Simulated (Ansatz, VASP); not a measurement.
# Cross-check of PtAu2 (Au-Pt-Au stack, (100) layers) between VASP and Ansatz, part 2 of 2

Aim: how closely do two programs agree when they are given the same cell, functional and k mesh? The cell is taken from a series of runs on this material, whose earlier steps may have relaxed, scaled, displaced or heated it; both programs get it as it stands.

VASP 6.6.1 and Ansatz 0.2.0.

So far: Set-up; VASP: zone-centre phonons, PBE.

## (3) Ansatz: zone-centre phonons, PBE

Level of this step: Ansatz beside VASP: Kohn-Sham DFT, plane waves, PBE (Ansatz).

Ansatz runs on its PAW soft_1 files.

The same cell, functional, mesh and smearing now go to Ansatz, which takes its cutoff from its data sets.

The input, input.yaml:

```yaml
crystal:
  lattice:
    - [2.7585911818, 0.0, 0.0]
    - [0.0, 2.7585911818, 0.0]
    - [0.0, 0.0, 31.6399998672]
  atoms:
    - { symbol: Au, position: [0.0, 0.0, 0.1678344847] }
    - { symbol: Pt, position: [0.5, 0.5, 0.2357774978] }
    - { symbol: Au, position: [0.0, 0.0, 0.3037205109] }
  periodic: [true, true, false]
kpoints:
  mp_grid: { grid: [9, 9, 1] }
hamiltonian:
  xc: pbe
  pseudopotentials: { kind: paw, azcp: { folder: soft_1 } }
scf:
  occupations: { method: methfessel_paxton, width: 0.2 }
output:
  eigenvalues: true
phonons:
  method: dfpt
  qmesh: [3, 3, 1]
  temperatures: { t_max: 1000, t_step: 50 }
  qpath:
    path: [[0.0, 0.0, 0.0], [0.0, 0.5, 0.0], [0.5, 0.5, 0.0], [0.0, 0.0, 0.0]]
    npoints: 10
  electrical_resistivity:
    mesh: [12, 12, 1]
    temperatures: [20.0, 50.0, 77.0, 100.0, 150.0, 200.0, 300.0, 400.0, 600.0, 800.0]
  superconductivity: { mesh: [12, 12, 1] }
```

Launch:

```sh
ansatz run input.yaml --threads 4 --pin off --max-ram 12288MiB --backend cpu --events-out ev --progress --plain --runs-dir out
```

Numbers of over 12 decimals in the logs are rounded to 6 here.

Log:

```text
Warning: crystal.symmetry: narrowed to the stabiliser of the run's FFT grids — unitary ops 16 → 8. A phonons.method: dfpt run fills in the rows of the dynamical matrix that it does not solve by its symmetry operations, which is exact only for operations that map its FFT grids onto themselves: filled in by any other, the frequencies could depend on the order in which like atoms are typed, or, by more than the grids' own error, on where the crystal sits among the grids' points. Excluded: 8 operations. The run can therefore solve more perturbations, solve them on more k-points, or both, and cost more. [rest of the remark cut]
Engine: ansatz 0.2.0, aarch64-unknown-linux-gnu
Pseudopotentials: kind: paw
Pseudopotential: Au, paw, valence charge 19, recommended cutoff 420 eV (normal), soft_1/Au.paw.azcp
Pseudopotential: Pt, paw, valence charge 18, recommended cutoff 420 eV (normal), soft_1/Pt.paw.azcp
Functional definition: PBE
  parameter kappa = 0.804
  parameter beta = 0.066725
  exchange = pbe_x(kappa = kappa, mu = beta*pi^2/3)
  correlation = pbe_c(beta = beta)
Crystal: 3 atoms, lattice volume = 240.775 Å³
Basis set: ecut = 420 eV, 4789 PW (Γ), exchange–correlation on 40×40×432 points (8 copies of the dense FFT grid, shifted against one another)
Bands: 34, of which v1, the nominal top of the filled ones, is band 28 counted from 1 (27 counted from 0)
Symmetry: 16 space group operations
k-points: 15 of 81 (irreducible under 8 space group operations)
Non-local potential: Au, projectors of the file, l = 0: 3, l = 1: 2, l = 2: 2, l = 3: 1
Non-local potential: Pt, projectors of the file, l = 0: 3, l = 1: 2, l = 2: 2, l = 3: 1
PAW form: soft (Blöchl's): semilocal exchange-correlation on the pseudo side does not see the compensation charge
PAW one-centre angular grid: Au, 590 points (default); XC on 64 Gauss nodes
PAW one-centre angular grid: Pt, 590 points (default); XC on 64 Gauss nodes
Initial density: superposition of atomic densities (neutral atoms: chi_scale 0, normalization atom)
Initial wavefunctions: pseudopotential atomic-orbital guess
Functional: x = pbe(κ = 0.804, μ = 0.219515), c = pbe(β = 0.066725)
SCF iter   1: F=—  HF=-38826.922112 eV  |F-HF|=—  |Δ(HF+E_count)|=         —  Δρ=3.31e-2  dr2=3.37e0  ethr=3.10e-3  ⟨swp⟩=13.9  Hψ=3572  notcnv=0
preconditioner: auto → LDOS  [metal: Δε(μ)=0.114 eV  Ē_g=7.917 eV  σ=0.200 eV  W_gap=0.46  n_scr=20 (ndim 8)  ℏωp=13.5 eV  f_vac=0.745  D(μ)=2.83/eV (n_scr^D=14)  β→1.0]
SCF iter   2: F=—  HF=-38826.686290 eV  |F-HF|=—  |Δ(HF+E_count)|=   2.36e-1  S|Δr|=    0.00e0  Δρ=2.86e-2  dr2=1.88e0  ethr=3.10e-3  ⟨swp⟩=3.5  Hψ=1418  notcnv=0  defer=14
SCF iter   3: F=—  HF=-38826.146862 eV  |F-HF|=—  |Δ(HF+E_count)|=   5.39e-1  S|Δr|=    0.00e0  Δρ=5.16e-3  dr2=1.11e-1  ethr=3.10e-3  ⟨swp⟩=2.7  Hψ=1109  notcnv=0  defer=15
SCF iter   4: F=—  HF=-38826.132468 eV  |F-HF|=—  |Δ(HF+E_count)|=   1.44e-2  S|Δr|=    0.00e0  Δρ=2.05e-3  dr2=1.60e-2  ethr=1.98e-4  ⟨swp⟩=4.1  Hψ=1369  notcnv=0  defer=15
[...]
° read free of the cell's end (the report's vacuum.weakly_bound_levels)
--- Phonons (Γ-DFPT): 6 representative perturbations + reference (Σ response iterations 32) ---
  ASR residual: 3.903e-5 → 0.000e0 eV/Å²; symmetrization residual: 3.041e-7 eV/Å²
  The last average, over the group as it would stand without the narrowing to the FFT grids, took up to 2.463e-7 eV/Å² of the zone centre's force constants
  ASR residual per site (eV/Å²): 2.50e-5 3.90e-5 2.57e-5
  Γ frequencies (cm⁻¹): 0.00 0.00 0.00 37.64 37.64 70.51 70.51 82.76 136.81
--- Phonons (arbitrary-q DFPT): 3 irreducible q on the 3×3×1 mesh ---
  q = [0.0000, 0.0000, 0.0000] (star 1, of the zone-centre solve; hermiticity 6.77e-8, symmetrization 3.14e-12, taken by the last average 2.74e-8): 0.00 0.00 0.00 37.64 37.64 70.51 70.51 82.76 136.81
  q = [0.0000, 0.3333, 0.0000] (star 4, 9 solved perturbations on 45 of 81 k-point pairs; hermiticity 1.68e-8, symmetrization 4.24e-10, taken by the last average 2.04e-8): 23.18 32.63 46.24 52.07 72.56 90.88 130.82 141.79 142.36
  q = [0.3333, 0.3333, 0.0000] (star 4, 6 solved perturbations in 378 linear systems a pass and spin channel, the states on 81 of 81 k-point pairs; hermiticity 2.24e-8, symmetrization 2.66e-10, taken by the last average 2.14e-8): 55.15 60.30 92.50 107.97 114.25 122.96 135.82 137.40 146.97
  sum rule: each row above includes the acoustic sum rule's correction from the zone centre's row sums; it moved no ω² by more than (0.23 cm⁻¹)²
  mesh force constants: q→R imaginary residual 0.00e0; ASR residual 3.903e-5 → 0.000e0 eV/Å²; symmetrization residual 3.553e-15 eV/Å²
  interpolated dispersion: 31 rows × 9 modes
  density of states and harmonic sums: on the 24×24×1 q-mesh, interpolated from the force constants of a 3×3×1 supercell (no non-analytic term)
  largest difference from the sums on the solved wave vectors: F 6.68e-2 eV, S 9.51e-5 and C_V 2.83e-5 eV/K
  zero-point energy: 0.051024 eV/cell   skipped modes (ω ≤ 0): 3   left out of the sums: 5.79e-4 of the cell's modes: C_V's classical limit lies that fraction below 3 k_B per atom; for a crystal, a wire or a layer, F and S can be off by more, and a phonons.interpolated_qmesh denser along its periods is the remedy for the sampling
--- Electrical resistivity: potentials and phonons of a 3×3×1 supercell ---
[...]
mesh   spin    states/(eV spin)  plasma energy (eV)         λ      λ_tr    ħω_log (meV)
        12×12×1                     0.9185              3.6117    0.2974    0.3274           8.017
          6×6×1                     0.6992              2.9128    0.3008    0.3433           8.371
          3×3×1                     2.0145              3.1936    0.4727    1.1019           7.403
  resistivity on the deck's mesh, µΩ·cm:
     T (K)       trace/2  mesh converged            xx            yy            zz    lowest order   relaxation time
     20.00     2.9551e-1              no     2.9551e-1     2.9551e-1      0.0000e0       3.9438e-1         3.7198e-1
     50.00      2.6405e0              no      2.6405e0      2.6405e0      0.0000e0        3.0994e0          2.9383e0
     77.00      5.2266e0              no      5.2266e0      5.2266e0      0.0000e0        5.9440e0          5.6740e0
    100.00      7.3147e0              no      7.3147e0      7.3148e0      0.0000e0        8.2544e0          7.8781e0
    150.00      1.1514e1              no      1.1514e1      1.1514e1      0.0000e0        1.2952e1          1.2320e1
    200.00      1.5469e1              no      1.5469e1      1.5469e1      0.0000e0        1.7392e1          1.6516e1
    300.00      2.3083e1              no      2.3083e1      2.3083e1      0.0000e0        2.5911e1          2.4607e1
    400.00      3.0469e1              no      3.0469e1      3.0469e1      0.0000e0        3.4155e1          3.2469e1
    600.00      4.4723e1              no      4.4723e1      4.4723e1      0.0000e0        5.0562e1          4.7720e1
    800.00      5.8475e1              no      5.8475e1      5.8475e1      0.0000e0        6.7492e1          6.2577e1
  sheet resistance at 20 K: 0.9340 Ω
  mean free path at 20 K (of a tensor half of its trace): 1304 nm by what each carries, 1022 by the Fermi surface alone
  Hall coefficient in a weak field at 20 K (along the normal): -5.918e-10 m³/C (as a tensor it moves by 43.0 % between the two finest meshes); by each state's relaxation time: (none: it, or that of a finer mesh, parts from a neighbouring mesh's by over half of the finer one's); by a constant relaxation time: -6.915e-10 m³/C
  sheet resistance at 50 K: 8.346 Ω
  mean free path at 50 K (of a tensor half of its trace): 138 nm by what each carries, 114 by the Fermi surface alone
  Hall coefficient in a weak field at 50 K (along the normal): -7.943e-10 m³/C (as a tensor it moves by 23.7 % between the two finest meshes); by each state's relaxation time: -7.307e-10 m³/C; by a constant relaxation time: -6.878e-10 m³/C
  sheet resistance at 77 K: 16.52 Ω
  mean free path at 77 K (of a tensor half of its trace): 68.2 nm by what each carries, 57.8 by the Fermi surface alone
  Hall coefficient in a weak field at 77 K (along the normal): -8.043e-10 m³/C (as a tensor it moves by 19.5 % between the two finest meshes); by each state's relaxation time: -7.346e-10 m³/C; by a constant relaxation time: -6.902e-10 m³/C
  sheet resistance at 100 K: 23.12 Ω
  mean free path at 100 K (of a tensor half of its trace): 48.5 nm by what each carries, 41.3 by the Fermi surface alone
  Hall coefficient in a weak field at 100 K (along the normal): -8.045e-10 m³/C (as a tensor it moves by 18.1 % between the two finest meshes); by each state's relaxation time: -7.313e-10 m³/C; by a constant relaxation time: -6.919e-10 m³/C
  sheet resistance at 150 K: 36.39 Ω
  mean free path at 150 K (of a tensor half of its trace): 30.9 nm by what each carries, 26.2 by the Fermi surface alone
  Hall coefficient in a weak field at 150 K (along the normal): -8.013e-10 m³/C (as a tensor it moves by 16.2 % between the two finest meshes); by each state's relaxation time: -7.221e-10 m³/C; by a constant relaxation time: -6.946e-10 m³/C
  sheet resistance at 200 K: 48.89 Ω
  mean free path at 200 K (of a tensor half of its trace): 23.1 nm by what each carries, 19.5 by the Fermi surface alone
  Hall coefficient in a weak field at 200 K (along the normal): -7.976e-10 m³/C (as a tensor it moves by 14.7 % between the two finest meshes); by each state's relaxation time: -7.140e-10 m³/C; by a constant relaxation time: -6.967e-10 m³/C
  sheet resistance at 300 K: 72.96 Ω
  mean free path at 300 K (of a tensor half of its trace): 15.6 nm by what each carries, 13.1 by the Fermi surface alone
  Hall coefficient in a weak field at 300 K (along the normal): -7.897e-10 m³/C (as a tensor it moves by 12.4 % between the two finest meshes); by each state's relaxation time: -7.008e-10 m³/C; by a constant relaxation time: -6.996e-10 m³/C
  sheet resistance at 400 K: 96.30 Ω
  mean free path at 400 K (of a tensor half of its trace): 11.9 nm by what each carries, 9.91 by the Fermi surface alone
  Hall coefficient in a weak field at 400 K (along the normal): -7.780e-10 m³/C (as a tensor it moves by 11.0 % between the two finest meshes); by each state's relaxation time: -6.867e-10 m³/C; by a constant relaxation time: -7.001e-10 m³/C
  sheet resistance at 600 K: 141.4 Ω
  mean free path at 600 K (of a tensor half of its trace): 8.18 nm by what each carries, 6.75 by the Fermi surface alone
  Hall coefficient in a weak field at 600 K (along the normal): -7.478e-10 m³/C (as a tensor it moves by 9.7 % between the two finest meshes); by each state's relaxation time: -6.559e-10 m³/C; by a constant relaxation time: -6.953e-10 m³/C
  sheet resistance at 800 K: 184.8 Ω
  mean free path at 800 K (of a tensor half of its trace): 6.36 nm by what each carries, 5.16 by the Fermi surface alone
  Hall coefficient in a weak field at 800 K (along the normal): -7.152e-10 m³/C (as a tensor it moves by 8.4 % between the two finest meshes); by each state's relaxation time: -6.255e-10 m³/C; by a constant relaxation time: -6.850e-10 m³/C
  the resistivity times a path that all electrons share, by the Fermi surface of the deck's mesh alone (half of the trace): 3.019e-15 Ω·m²
  not converged in the mesh (λ; λ_tr; the resistivity at 20 K by 58.92 %; the resistivity at 50 K by 51.96 %; the resistivity at 77 K by 52.66 %; the resistivity at 100 K by 54.23 %; the resistivity at 150 K by 57.09 %; the resistivity at 200 K by 58.98 %; the resistivity at 300 K by 62.07 %; the resistivity at 400 K by 65.16 %; the resistivity at 600 K by 70.74 %; the resistivity at 800 K by 74.96 %): between neighb [...]
  vibrations of 9 cells: unjudged by the run; compare a larger repeat
  the changes of the potential over all sites missed a rigid shift's by 1.24 % (the site terms' by 0.02 %)
[the section on superconductivity is kept apart]
```

In the SCF lines HF is the Harris–Foulkes energy and dr2 the Hartree energy of the density residual, in eV; the loop may stop once dr2 is under the threshold and the program's other checks hold. Hψ counts applications of the Hamiltonian.

## (4) Comparison

Known differences besides the potentials themselves: Ansatz cuts the interaction across the vacuum, VASP repeats the sheet without a dipole correction; VASP's run holds the zone centre alone; the data sets hold 56 valence electrons in Ansatz (on its PAW soft_1 files) and 32 in VASP; the cutoff is 420 eV in Ansatz and 500 eV in VASP. Total energies have different zeros and are not compared.

The two programs side by side:

```tsv
quantity	Ansatz	VASP	difference
optical mode 1 to 2 (cm⁻¹)	37.6	37.5	+0.1
optical mode 3 to 4 (cm⁻¹)	70.5	70.4	+0.18 %
optical mode 5 (cm⁻¹)	82.8	82.5	+0.36 %
optical mode 6 (cm⁻¹)	136.8	136.5	+0.25 %
```

Modes are paired by rising frequency, not by their patterns, so a pair may set unlike modes beside each other; they are those without the splitting of longitudinal modes. Where the cell holds vacuum, a pressure given here is an average over it and none of the material.

## (5) Summary of results

```
r.m.s. difference of the optical zone-centre modes, each program's sorted by frequency (zone-centre phonons, PBE) : 0.21 cm⁻¹
```

What this shows: The r.m.s. difference of the optical zone-centre modes, each program's sorted by frequency is 0.21 cm⁻¹ (zone-centre phonons, PBE). The data sets hold unlike numbers of valence electrons (56 in Ansatz and 32 in VASP), so part of the differences may come from the potentials. Such differences can come from data sets, numerical settings and the points named under the comparisons, not from the functional's error against experiment.

[Lines on the potential files, build, host, timing and source positions are cut from VASP's logs without a mark.]

[Logs are printed without paths, hosts, clocks, repeated set-up lines and the standing remarks that a program may print on its own settings, such as how far it seeks lower states.]

[Hosts, paths, dates, database ids (printed as entryN), source tags and the programs' standing remarks are cut or masked in the printed files.]
